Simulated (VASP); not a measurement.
Output of a VASP run:

OSZICAR:
```
       N       E                     dE             d eps       ncg     rms          rms(c)
DAV:   1     0.324374541503E+03    0.32437E+03   -0.19026E+04   400   0.187E+03
DAV:   2    -0.133960926194E+01   -0.32571E+03   -0.31086E+03   644   0.498E+02
DAV:   3    -0.210447623161E+02   -0.19705E+02   -0.19610E+02   472   0.122E+02
DAV:   4    -0.219893210897E+02   -0.94456E+00   -0.94192E+00   720   0.284E+01
DAV:   5    -0.219954376690E+02   -0.61166E-02   -0.61123E-02   464   0.193E+00    0.953E+01
DAV:   6    -0.420667461233E+02   -0.20071E+02   -0.23875E+02   400   0.222E+02    0.356E+01
DAV:   7    -0.427188561665E+02   -0.65211E+00   -0.29146E+00   456   0.165E+01    0.238E+01
DAV:   8    -0.428514380223E+02   -0.13258E+00   -0.22521E+00   436   0.111E+01    0.128E+01
DAV:   9    -0.424402087320E+02    0.41123E+00   -0.14417E+00   488   0.114E+01    0.106E+01
DAV:  10    -0.427581960933E+02   -0.31799E+00   -0.86921E-01   432   0.955E+00    0.115E+00
DAV:  11    -0.426195405849E+02    0.13866E+00   -0.14170E-01   436   0.460E+00    0.525E-01
DAV:  12    -0.426282003803E+02   -0.86598E-02   -0.14078E-02   496   0.147E+00    0.760E-01
DAV:  13    -0.426317689950E+02   -0.35686E-02   -0.18038E-02   496   0.125E+00    0.156E-01
DAV:  14    -0.426356193733E+02   -0.38504E-02   -0.15120E-03   536   0.459E-01    0.653E-02
DAV:  15    -0.426351390037E+02    0.48037E-03   -0.20351E-04   496   0.131E-01    0.290E-02
DAV:  16    -0.426357535337E+02   -0.61453E-03   -0.10351E-04   604   0.105E-01    0.120E-02
DAV:  17    -0.426357681991E+02   -0.14665E-04   -0.48094E-06   496   0.248E-02    0.113E-02
DAV:  18    -0.426357769582E+02   -0.87590E-05   -0.10182E-05   460   0.283E-02    0.362E-03
DAV:  19    -0.426357788821E+02   -0.19239E-05   -0.26249E-06   360   0.197E-02    0.351E-03
DAV:  20    -0.426357787831E+02    0.98964E-07   -0.23961E-07   292   0.539E-03
   1 F= -.42635779E+02 E0= -.42635779E+02  d E =-.426358E+02
       N       E                     dE             d eps       ncg     rms          rms(c)
DAV:   1    -0.427550040132E+02   -0.11923E+00   -0.23831E+00   436   0.146E+01    0.271E+00
DAV:   2    -0.426418502375E+02    0.11315E+00   -0.54313E-01   424   0.580E+00    0.494E-01
DAV:   3    -0.426420496916E+02   -0.19945E-03   -0.12648E-02   580   0.107E+00    0.335E-01
DAV:   4    -0.426409753497E+02    0.10743E-02   -0.58125E-03   568   0.632E-01    0.227E-01
DAV:   5    -0.426355845038E+02    0.53908E-02   -0.66775E-03   424   0.716E-01    0.167E-01
DAV:   6    -0.426427340087E+02   -0.71495E-02   -0.48060E-03   480   0.555E-01    0.480E-02
DAV:   7    -0.426427332560E+02    0.75272E-06   -0.22222E-04   520   0.125E-01    0.850E-03
DAV:   8    -0.426427331479E+02    0.10810E-06   -0.44484E-05   608   0.620E-02    0.774E-03
DAV:   9    -0.426427484352E+02   -0.15287E-04   -0.20507E-05   444   0.427E-02    0.379E-03
DAV:  10    -0.426427539650E+02   -0.55298E-05   -0.22908E-06   372   0.138E-02    0.104E-03
DAV:  11    -0.426427545013E+02   -0.53632E-06   -0.25711E-07   260   0.451E-03
   2 F= -.42642755E+02 E0= -.42642755E+02  d E =-.697572E-02
```

File OUTCAR:
```
------------------------ aborting loop because EDIFF is reached ----------------------------------------
  FORCE on cell =-STRESS in cart. coord.  units (eV):
  Direction    XX          YY          ZZ          XY          YZ          ZX
  --------------------------------------------------------------------------------------
  Total        0.0689534      0.0689534      0.0689534      0.0000000      0.0000000     -0.0000000
  in kB        1.7063226      1.7063226      1.7063226      0.0000000      0.0000000     -0.0000000
  external PRESSURE =       1.7063226 kB  Pullay stress =       0.0000000 kB
  volume of cell :       64.74
      direct lattice vectors                 reciprocal lattice vectors
     4.015456799  0.000000000 -0.000000000     0.249037669 -0.000000000 -0.000000000
     0.000000000  4.015456799  0.000000000    -0.000000000  0.249037669 -0.000000000
     0.000000000  0.000000000  4.015456799     0.000000000 -0.000000000  0.249037669
 POSITION                                       TOTAL-FORCE (eV/Angst)
 -----------------------------------------------------------------------------------
      0.00000      0.00000      0.00000        -0.000000     -0.000000      0.000000
      2.00773      2.00773      2.00773         0.000000      0.000000      0.000000
      2.00773      0.00000      2.00773        -0.000000     -0.000000      0.000000
      0.00000      2.00773      2.00773         0.000000     -0.000000      0.000000
      2.00773      2.00773     -0.00000        -0.000000     -0.000000      0.000000
 -----------------------------------------------------------------------------------
    total drift:                                0.000000      0.000000      0.000000
  FREE ENERGIE OF THE ION-ELECTRON SYSTEM (eV)
  ---------------------------------------------------
  free  energy   TOTEN  =       -42.6427545013 eV

  energy  without entropy=      -42.6427545013  energy(sigma->0) =      -42.64275450

 reached required accuracy - stopping structural energy minimisation
```
(Selected blocks of OUTCAR.)

### POSCAR
```
KMgF3
1
    3.9900000000     0.0000000000     0.0000000000
    0.0000000000     3.9900000000     0.0000000000
    0.0000000000     0.0000000000     3.9900000000
K Mg F
1 1 3
Direct
  0.0000000000   0.0000000000   0.0000000000
  0.5000000000   0.5000000000   0.5000000000
  0.5000000000   0.0000000000   0.5000000000
  0.0000000000   0.5000000000   0.5000000000
  0.5000000000   0.5000000000   0.0000000000
```

Task: Reconstruct the remaining input files.

Result: This is not unique; one that fits is the input of the run itself, TPSS meta-GGA, plane waves, VASP's PBE PAW potentials (set 64).

**KPOINTS**
```
Automatic mesh
0
Gamma
5 5 5
0 0 0
```

### INCAR
```
SYSTEM=KMgF3
PREC=Accurate; ENCUT=520; LREAL=.False.
LASPH=.True.
EDIFF=1E-6; NELM=100; ALGO=Normal
LMIXTAU=.True.
ISMEAR=0; SIGMA=0.05
METAGGA=TPSS
IBRION=2; NSW=60; ISIF=3
EDIFFG=-0.02
LWAVE=.False.; LCHARG=.False.
```

POTCAR, in this order: K_sv Mg F (PBE.64 set). Program: vasp_std.

The compound is KMgF3 in the cubic perovskite structure. This run relaxes it. Symmetry was kept, so distortions that lower it aren't found. The start is the result of an earlier pass.
